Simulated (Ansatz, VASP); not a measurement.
# Cross-check of Be (ladder Be chain) between VASP and Ansatz, part 2 of 2

One calculation is typed for both programs; each brings its own data sets. How far apart do they land? The structure shown is the start of the Ansatz relaxation below; VASP solves that cell, so the two are compared at the walk's first step.

VASP 6.6.1 and Ansatz 0.2.0.

So far. Step 7 (Differences): The forces differ by 10.0 meV/Å r.m.s., which is 1.2 % of the r.m.s. force of 0.852 eV/Å (both taken over all components). Moments aren't recorded for both runs of this pair, so they may hold unlike magnetic states.

**8. Ansatz: relaxation, RPBE**

Level of this step: Ansatz beside VASP: Kohn-Sham DFT, plane waves, RPBE (Ansatz).

The two programs are compared at the cell with which this relaxation starts, whose forces are those of its first step.

The structure compared here is the start of the Ansatz relaxation; VASP solves that cell, so the two are compared at the walk's first step.

The input, input.yaml:

```yaml
crystal:
  lattice:
    - [9.0, 0.0, 0.0]
    - [0.0, 7.5, 0.0]
    - [0.0, 0.0, 1.87872]
  atoms:
    - { symbol: Be, position: [0.410826667, 0.5, 0.0], spin: 0.5 }
    - { symbol: Be, position: [0.589173333, 0.5, 0.5], spin: 0.5 }
magnetization:
  spin_polarized: true
kpoints:
  mp_grid: { grid: [1, 1, 43] }
scf:
  occupations: { method: fermi_dirac, width: 0.05 }
hamiltonian:
  xc: rpbe
relax:
  cell: { fix: [a, b, alpha, beta, gamma] }
  max_steps: 60
```

On the command line:

```sh
$ ansatz run input.yaml --threads 4 --pin off --max-ram 8192MiB --backend cpu --events-out ev --progress --plain --runs-dir out
```

Numbers of over 12 decimals in the logs are rounded to 6 here.

The log of the run:

```text
[...]
Crystal: 2 atoms, lattice volume = 126.814 Å³
Basis set: ecut = 420 eV, 2465 PW (Γ), exchange–correlation on 128×108×30 points (8 copies of the dense FFT grid, shifted against one another)
Bands: 7, of which v1, the nominal top of the filled ones, is band 2 counted from 1 (1 counted from 0)
Symmetry: 8 space group operations
[...]
0.000000       0.086560       0.000000
        0.000000       0.000000       0.019686
  P = ⅓ Tr σ = 0.0899 GPa (0.899 kbar)
--- Relaxed structure (6 steps of the walk, 6 accepted, 1 SCFs on fresh bases) ---
[...]
cell:  # Å, volume = 146.7737 Å³
    - [9.0, 0, 0]
    - [0, 7.5, 0]
    - [0, 0, 2.174425]
  atoms:
    - { symbol: Be, position: [0.401304, 0.5, 0] }
    - { symbol: Be, position: [0.598696, 0.5, 0.500000] }
[key lines of the parts left out:]
SCF converged after 5 iterations
Magnetization: -0.0000 μB (2.0000 up, 2.0000 down)
Free energy (F): -183.964457 eV
Fermi energy:    -3.013823 eV
```

**9. VASP: single point, RPBE, start cell**

The same cell, functional, mesh and smearing now go to VASP, with its own data sets.

The input, INCAR:

```
SYSTEM = Be
PREC = Accurate
ENCUT = 520
EDIFF = 1E-06
NELM = 200
ISMEAR = -1
SIGMA = 0.05
LREAL = .FALSE.
ALGO = Normal
GGA = RP
NBANDS = 9
ISPIN = 2
MAGMOM = -0 -0
LORBIT = 11
LWAVE = .FALSE.
LCHARG = .FALSE.
ISIF = 2
LASPH = .TRUE.
GGA_COMPAT = .FALSE.
```

The input, POSCAR:

```
Be
1.0
    9.0000000000      0.0000000000      0.0000000000
    0.0000000000      7.5000000000      0.0000000000
    0.0000000000      0.0000000000      1.8787200000
Be
2
Direct
    0.4108266667      0.5000000000      0.0000000000
    0.5891733333      0.5000000000      0.5000000000
```

The input, KPOINTS:

```
Automatic mesh
0
Gamma
1 1 43
0 0 0
```

The projector-augmented-wave data sets are Be (PBE family, release 64).

On the command line:

```sh
$ mpirun -np 1 vasp_std
```

The log of the run:

```text
[banner, memory and clock lines left out]
running    1 mpi-ranks, on    1 nodes
[...]
|                                                                             |
|               ----> ADVICE to this user running VASP <----                  |
|                                                                             |
|     You enforced a specific xc type in the INCAR file but a different       |
|     [... a line on the potential file left out ...]
|     I HOPE YOU KNOW WHAT YOU ARE DOING!                                     |
|                                                                             |

 LDA part: xc-table for (Slater+PW92), standard interpolation
 POSCAR, INCAR and KPOINTS ok, starting setup
[...]
entering main loop
       N       E                     dE             d eps       ncg     rms          rms(c)
DAV:   1     0.849027407192E+01    0.84903E+01   -0.14568E+03   792   0.288E+02
DAV:   2    -0.415598329458E+01   -0.12646E+02   -0.11263E+02  1089   0.433E+01
DAV:   3    -0.462897126043E+01   -0.47299E+00   -0.46193E+00   957   0.100E+01
DAV:   4    -0.463321948125E+01   -0.42482E-02   -0.42471E-02  1179   0.108E+00
[...]
DAV:  15    -0.291062856784E+01   -0.52747E-04   -0.20800E-05   871   0.207E-02    0.274E-03
DAV:  16    -0.291063182365E+01   -0.32558E-05   -0.22888E-06   932   0.833E-03    0.166E-03
DAV:  17    -0.291063137873E+01    0.44492E-06   -0.70156E-07   926   0.457E-03
   1 F= -.29106314E+01 E0= -.29034585E+01  d E =-.143458E-01  mag=     0.0000
```

OUTCAR, selected parts (step 9):

```text
  Total        3.0859912      0.0800089      8.4366036      0.0000000      0.0000000      0.0000000
  in kB       38.9887606      1.0108415    106.5890023      0.0000000      0.0000000      0.0000000
  external PRESSURE =      48.8628681 kB  Pullay stress =       0.0000000 kB

 POSITION                                       TOTAL-FORCE (eV/Angst)
 -----------------------------------------------------------------------------------
      3.69744      3.75000      0.00000        -1.868813      0.000000      0.000000
      5.30256      3.75000      0.93936         1.868813      0.000000      0.000000
 -----------------------------------------------------------------------------------
    total drift:                                0.000000      0.000000      0.000000

  FREE ENERGIE OF THE ION-ELECTRON SYSTEM (eV)
  ---------------------------------------------------
  free  energy   TOTEN  =        -2.9106313787 eV

  energy  without entropy=       -2.8962856219  energy(sigma->0) =       -2.90345850

 magnetization (x)
# of ion       s       p       d       tot
------------------------------------------
    1        0.000   0.000   0.000   0.000
    2        0.000   0.000   0.000   0.000
--------------------------------------------------
tot          0.000   0.000   0.000   0.000

[... 2 parts as in an earlier step ...]

[... 1 further part left out ...]
[key lines of the parts left out:]
E-fermi :  -3.3055
```

**10. Side by side**

What differs besides the data sets and the points named for the pairs above, as far as they apply: Ansatz makes its cores anew for this functional, VASP keeps those of its PBE data sets. Total energies have different zeros and are not compared.

Forces (eV/Å; atoms numbered as in POSCAR):

```tsv
atom	Ansatz x, y, z	VASP x, y, z
Be1	-1.849, 0.000, 0.000	-1.869, 0.000, 0.000
Be2	1.849, 0.000, 0.000	1.869, 0.000, 0.000
```

The forces differ by 12 meV/Å r.m.s., which is 1.1 % of the r.m.s. force of 1.079 eV/Å (both taken over all components). Moments aren't recorded for both runs of this pair, so they may hold unlike magnetic states.

**11. Outcome**

```yaml
r_m_s_force_difference_single_point_pbe_start_cell: 1.2 % of the r.m.s. force
r_m_s_force_difference_single_point_lda_start_cell: 1.2 % of the r.m.s. force
r_m_s_force_difference_single_point_rpbe_start_cell: 1.1 % of the r.m.s. force
```

The r.m.s. force difference is 1.2 % of the r.m.s. force (single point, PBE, start cell), within the 3 % picked in this series as the mark of a large difference. 7 further runs of this series are not shown here. Such differences can come from data sets, numerical settings and the points named under the comparisons, not from the functional's error against experiment.

[Lines on the potential files, build, host, timing and source positions are cut from VASP's logs without a mark.]

[Logs are printed without paths, hosts, clocks, repeated set-up lines and the standing remarks that a program may print on its own settings, such as how far it seeks lower states.]

[Hosts, paths, dates, database ids (printed as entryN), source tags and the programs' standing remarks are cut or masked in the printed files.]
